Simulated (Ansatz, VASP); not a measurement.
# WSe2: VASP beside Ansatz, part 2 of 2

Wanted: the spread between two codes on one cell, functional and k mesh. The cell is taken from a series of runs on this material, whose earlier steps may have relaxed, scaled, displaced or heated it; both programs get it as it stands.

VASP 6.6.1 and Ansatz 0.2.0.

So far: Starting point; VASP: dielectric response, PBEsol.

## (3) Ansatz: dielectric response, PBEsol

Level of this step: Ansatz beside VASP: Kohn-Sham DFT, plane waves, PBEsol (Ansatz).

Ansatz runs on its PAW soft_1 files.

The same cell, functional and mesh now go to Ansatz, which takes its cutoff from its data sets.

Input file input.yaml:

```yaml
crystal:
  lattice:
    - [3.2305812555, 0.0, 0.0]
    - [-1.6152906278, 2.7977654363, 0.0]
    - [0.0, 0.0, 12.4129438186]
  atoms:
    - { symbol: W, position: [0.3333333333, 0.6666666667, 0.25] }
    - { symbol: W, position: [0.6666666667, 0.3333333333, 0.75] }
    - { symbol: Se, position: [0.3333333333, 0.6666666667, 0.6145721232] }
    - { symbol: Se, position: [0.6666666667, 0.3333333333, 0.1145721232] }
    - { symbol: Se, position: [0.3333333333, 0.6666666667, 0.8854278768] }
    - { symbol: Se, position: [0.6666666667, 0.3333333333, 0.3854278768] }
kpoints:
  mp_grid: { grid: [8, 8, 2] }
scf:
  occupations: { method: fixed }
hamiltonian:
  xc: pbesol
  pseudopotentials: { kind: paw, azcp: { folder: soft_1 }, xc_functional: pbe }
dielectric: {}
```

Command:

```console
$ ansatz run input.yaml --threads 4 --pin off --max-ram 8192MiB --backend cpu --events-out ev --progress --plain --runs-dir out
```

Numbers of over 12 decimals in the logs are rounded to 6 here.

Output:

```text
Engine: ansatz 0.2.0, aarch64-unknown-linux-gnu
Pseudopotentials: kind: paw
Pseudopotential: W, paw, valence charge 14, recommended cutoff 420 eV (normal), soft_1/W.paw.azcp
Pseudopotential: Se, paw, valence charge 16, recommended cutoff 420 eV (normal), soft_1/Se.paw.azcp
Functional definition: PBEsol
  exchange = pbesol_x
  correlation = pbesol_c
Crystal: 6 atoms, lattice volume = 112.193 Å³
Basis set: ecut = 420 eV, 2249 PW (Γ), exchange–correlation on 48×48×180 points (8 copies of the dense FFT grid, shifted against one another)
Bands: 56, of which v1, the nominal top of the filled ones, is band 46 counted from 1 (45 counted from 0)
Symmetry: 24 space group operations
k-points: 42 of 128 (irreducible under 2 space group operations, time reversal used)
Non-local potential: W, projectors of the file, l = 0: 3, l = 1: 2, l = 2: 2, l = 3: 1
Non-local potential: Se, projectors of the file, l = 0: 2, l = 1: 2, l = 2: 3, l = 3: 1
PAW form: soft (Blöchl's): semilocal exchange-correlation on the pseudo side does not see the compensation charge
PAW frozen core: W, regenerated for the run's functional, and the local potential with it (the file was generated under x = pbe(κ = 0.804, μ = 0.219515), c = pbe(β = 0.066725))
PAW frozen core: Se, regenerated for the run's functional, and the local potential with it (the file was generated under x = pbe(κ = 0.804, μ = 0.219515), c = pbe(β = 0.066725))
PAW one-centre angular grid: W, 590 points (default); XC on 64 Gauss nodes
PAW one-centre angular grid: Se, 590 points (default); XC on 64 Gauss nodes
Initial density: superposition of atomic densities (chi_scale 0.1, normalization cell, long waves kept (reshape's long-wave potential 0.03 eV rms))
Initial wavefunctions: pseudopotential atomic-orbital guess
Functional: x = pbesol(κ = 0.804, μ = 0.123457), c = pbesol(β = 0.046)
SCF iter   1: F=—  HF=-42216.791352 eV  |F-HF|=—  |Δ(HF+E_count)|=         —  Δρ=3.98e-2  dr2=6.87e0  ethr=3.10e-3  ⟨swp⟩=4.7  Hψ=7304  notcnv=0  defer=240
preconditioner: auto → Resta (q_TF=auto, 2.640 Å⁻¹)  ε∞=6.2  [insulator: Δε(μ)=0.806 eV  Ē_g=9.202 eV  n_scr=40 (ndim 8)  ℏωp=21.0 eV  f_vac=0.005  ε∞_Penn≈6.2]
SCF iter   2: F=—  HF=-42215.758124 eV  |F-HF|=—  |Δ(HF+E_count)|=    1.03e0  Δρ=2.37e-2  dr2=8.40e-1  ethr=3.10e-3  ⟨swp⟩=2.1  Hψ=3232  notcnv=0  defer=228
SCF iter   3: F=—  HF=-42215.541186 eV  |F-HF|=—  |Δ(HF+E_count)|=   2.17e-1  Δρ=9.49e-3  dr2=2.37e-1  ethr=9.13e-4  ⟨swp⟩=2.0  Hψ=2963  notcnv=0  defer=297
SCF iter   4: F=—  HF=-42215.488357 eV  |F-HF|=—  |Δ(HF+E_count)|=   5.28e-2  Δρ=2.33e-3  dr2=7.45e-3  ethr=2.58e-4  ⟨swp⟩=2.0  Hψ=2948  notcnv=0  defer=306
SCF iter   5: F=—  HF=-42215.487892 eV  |F-HF|=—  |Δ(HF+E_count)|=   4.65e-4  Δρ=1.02e-3  dr2=1.66e-3  ethr=8.10e-6  ⟨swp⟩=2.0  Hψ=4257  notcnv=0  defer=334
SCF iter   6: F=—  HF=-42215.488100 eV  |F-HF|=—  |Δ(HF+E_count)|=   2.08e-4  Δρ=3.51e-4  dr2=1.29e-4  ethr=1.80e-6  ⟨swp⟩=2.0  Hψ=4171  notcnv=0  defer=332
SCF iter   7: F=—  HF=-42215.488189 eV  |F-HF|=—  |Δ(HF+E_count)|=   8.94e-5  Δρ=7.18e-5  dr2=4.88e-6  ethr=1.41e-7  ⟨swp⟩=2.0  Hψ=3011  notcnv=0  defer=152
SCF iter   8: F=—  HF=-42215.488193 eV  |F-HF|=—  |Δ(HF+E_count)|=   3.94e-6  Δρ=2.57e-5  dr2=6.65e-7  ethr=5.31e-9  ⟨swp⟩=2.3  Hψ=3407  notcnv=0  defer=103
SCF iter   9: F=—  HF=-42215.488194 eV  |F-HF|=—  |Δ(HF+E_count)|=   5.67e-7  Δρ=6.49e-6  dr2=3.29e-8  ethr=7.22e-10  ⟨swp⟩=2.0  Hψ=2981  notcnv=0  defer=103
SCF iter  10: F=—  HF=-42215.488194 eV  |F-HF|=—  |Δ(HF+E_count)|=   8.34e-9  Δρ=8.62e-7  dr2=6.68e-10  ethr=3.57e-11  ⟨swp⟩=2.0  Hψ=3069  notcnv=0  defer=103
SCF iter  11: F=-42215.488194 eV  HF=-42215.488194 eV  |F-HF|=1.46e-11  |Δ(HF+E_count)|=  3.49e-10  Δρ=2.33e-7  dr2=3.92e-11  ethr=1.00e-12  ⟨swp⟩=9.9  Hψ=8903  notcnv=0
SCF 1 converged in 11 iterations: F = -42215.488194 eV  dr2 = 3.92e-11
  greatest PAW one-centre occupation: 1.000 electrons in one spin orbital (limit 2), on the Se atom at site 4 (counted from 0), in its partial waves of l = 2
NSCF: frozen V_eff on 2 k-points
DFPT response loops at Γ: preconditioner auto → Resta (q_TF=auto, 2.640 Å⁻¹)  ε∞=8.5 (no band partly filled); β = 1.00, the filter's whole step (`scf.mixing.beta` (0.50) is not read by the response loops at its default; to damp them type it under 1.00, their step now; it binds the ground state too); Broyden in place of MSR1
── the response to a field inside a basis, on 12×12×4 k-points: an SCF that follows is theirs, and a resumed run solves both again ──
Bands: 47, of which v1, the nominal top of the filled ones, is band 46 counted from 1 (45 counted from 0)
k-points: 84 of 576 (irreducible under 8 space group operations)
Initial density: handed on by an earlier stage of this run
Initial wavefunctions: pseudopotential atomic-orbital guess (no wavefunctions were taken with the density)
Eigensolver: Dense (84 Hₖ)
SCF iter   1: F=—  HF=-42215.249947 eV  |F-HF|=—  |Δ(HF+E_count)|=         —  Δρ=6.09e-4  dr2=1.41e-4  ethr=1.00e-1
preconditioner: auto → Resta (q_TF=auto, 2.640 Å⁻¹)  ε∞=9.1  [insulator: Δε(μ)=0.799 eV  Ē_g=7.399 eV  n_scr=40 (ndim 8)  ℏωp=21.0 eV  f_vac=0.015  ε∞_Penn≈9.1]
SCF iter   2: F=—  HF=-42215.250020 eV  |F-HF|=—  |Δ(HF+E_count)|=   7.38e-5  Δρ=3.54e-4  dr2=5.36e-5  ethr=1.54e-7
SCF iter   3: F=—  HF=-42215.250055 eV  |F-HF|=—  |Δ(HF+E_count)|=   3.44e-5  Δρ=3.48e-5  dr2=1.50e-6  ethr=5.83e-8
SCF iter   4: F=—  HF=-42215.250055 eV  |F-HF|=—  |Δ(HF+E_count)|=   2.88e-7  Δρ=1.52e-5  dr2=7.56e-7  ethr=1.63e-9
SCF iter   5: F=-42215.250055 eV  HF=-42215.250055 eV  |F-HF|=2.62e-9  |Δ(HF+E_count)|=   4.23e-8  Δρ=2.96e-6  dr2=1.59e-8  ethr=8.22e-10
SCF 1 converged in 5 iterations: F = -42215.250055 eV  dr2 = 1.59e-8
DFPT response loops at Γ: preconditioner auto → Resta (q_TF=auto, 2.640 Å⁻¹)  ε∞=8.7 (no band partly filled); β = 1.00, the filter's whole step (`scf.mixing.beta` (0.50) is not read by the response loops at its default; to damp them type it under 1.00, their step now; it binds the ground state too); Broyden in place of MSR1
SCF converged after 11 iterations
Free energy (F): -42215.488194 eV
Harris-Foulkes:  -42215.488194 eV  (|F-HF|=1.46e-11)
Internal energy: -42215.488194 eV  (E = F + TS)
E sigma→0 (E₀):  -42215.488194 eV
Fermi energy:    13.985794 eV
--- Per-component energies (eV) ---
  E_band       = -1603.085606
  E_kinetic    = 1295.708346
  E_local      = -11270.516324  (includes V_loc(G=0)·N_el)
  E_nonlocal   = -1455.829079
  E_hartree    = 5870.837685
  E_xc         = -874.493750
  E_vxc        = -829.485844  (∫ρ·V_xc dr)
  E_paw        = -25247.279209  (= ΣΔE_a)
  E_vpaw       = -1084.637134  (= ΣTr[D̂ρ^β])
  E_aug_tail   = -0.001164  (compensation charges beyond the density's cutoff)
  E_ewald      = -10538.392221
  E_core_change = 4.477523  (= ΣΔE_core)
  E_smearing   = -0.000000  (= −TS)
  E_closure    = -0.000000  (closes the sum)
  Σ components = -42215.488194   (vs F -42215.488194, Δ=0.00e0)
--- Band table (eV; the first three rows and the last of 42) ---
  k-point 0: bands = [... 42 lower, 12.5066, 12.5109, 13.2036, 13.9858, 16.6474, 16.6474, 16.6640, 16.6640, ... 6 higher]
  k-point 1: bands = [... 42 lower, 12.4556, 12.4556, 13.7993, 13.7993, 16.6362, 16.6362, 16.6362, 16.6362, ... 6 higher]
  k-point 2: bands = [... 42 lower, 12.2832, 12.5926, 13.2124, 13.4940, 16.0082, 16.2945, 16.3195, 16.4076, ... 6 higher]
  k-point 41: bands = [... 42 lower, 11.4586, 11.4586, 13.0179, 13.0179, 15.5655, 15.5655, 16.4568, 16.4568, ... 6 higher]
--- Dielectric response (ions clamped): 3 representative field directions + reference, inside a basis on a mesh of 576 k-points (Σ response iterations 15) ---
  ε∞ (high-frequency dielectric tensor):
       15.930570     0.000000     0.000000
        0.000000    15.930570     0.000000
        0.000000     0.000000     9.866730
  Born effective charges Z* (e; rows j = field, columns β = displacement):
    site 0:
        -1.38559   -0.00000    0.00000
        -0.00000   -1.38559    0.00000
         0.00000   -0.00000   -1.06396
    site 1:
        -1.38559   -0.00000    0.00000
        -0.00000   -1.38559    0.00000
         0.00000   -0.00000   -1.06396
    site 2:
         0.69280    0.00000    0.00000
         0.00000    0.69280    0.00000
         0.00000    0.00000    0.53198
    site 3:
         0.69280    0.00000   -0.00000
         0.00000    0.69280   -0.00000
        -0.00000    0.00000    0.53198
    site 4:
         0.69280    0.00000   -0.00000
         0.00000    0.69280   -0.00000
        -0.00000   -0.00000    0.53198
    site 5:
         0.69280    0.00000    0.00000
         0.00000    0.69280    0.00000
         0.00000    0.00000    0.53198
  Z* charge neutrality: 3.377e-2 e pre-enforcement
  solved inside a basis spanned on kpoints, on 12×12×4 k-points, its susceptibility summed on 14×14×4: ε∞ is read to err by 8.3e-2, Z* by 2.8e-2 e (field_mesh: kpoints solves on kpoints); Z* is corrected for what the basis lacks
```

The column dr2 measures how far the density is from self-consistency, as an energy; F and HF (Harris–Foulkes) agree once it is small.

## (4) Differences

Known differences besides the potentials themselves: fixed occupations in Ansatz, narrow Gaussian smearing in VASP; VASP's response is taken on the typed mesh, Ansatz refines its own for the field response alone; the data sets hold 92 valence electrons in Ansatz (on its PAW soft_1 files) and 36 in VASP; the cutoff is 420 eV in Ansatz and 520 eV in VASP; Ansatz makes its cores anew for this functional, VASP keeps those of its PBE data sets. Total energies have different zeros and are not compared.

Compared:

```
quantity  Ansatz   VASP  difference
   ε∞ xx   15.93  15.90     +0.18 %
   ε∞ yy   15.93  15.90     +0.18 %
   ε∞ zz    9.87  10.13     -2.55 %
```

## (5) Outcome

| Property | Result |
| --- | --- |
| difference in ε∞ zz (dielectric response, PBEsol) | -2.6 % |

**Reading.** The difference in ε∞ zz is -2.6 % (dielectric response, PBEsol), within the 5 % picked in this series as the mark of a large difference. The data sets hold unlike numbers of valence electrons (92 in Ansatz and 36 in VASP), so part of the differences comes from the potentials. How closely two codes agree says nothing of how well the functional describes the real material.

[Lines on the potential files, build, host, timing and source positions are cut from VASP's logs without a mark.]

[Logs are printed without paths, hosts, clocks, repeated set-up lines and the standing remarks that a program may print on its own settings, such as how far it seeks lower states.]

[Hosts, paths, dates, database ids (printed as entryN), source tags and the programs' standing remarks are cut or masked in the printed files.]
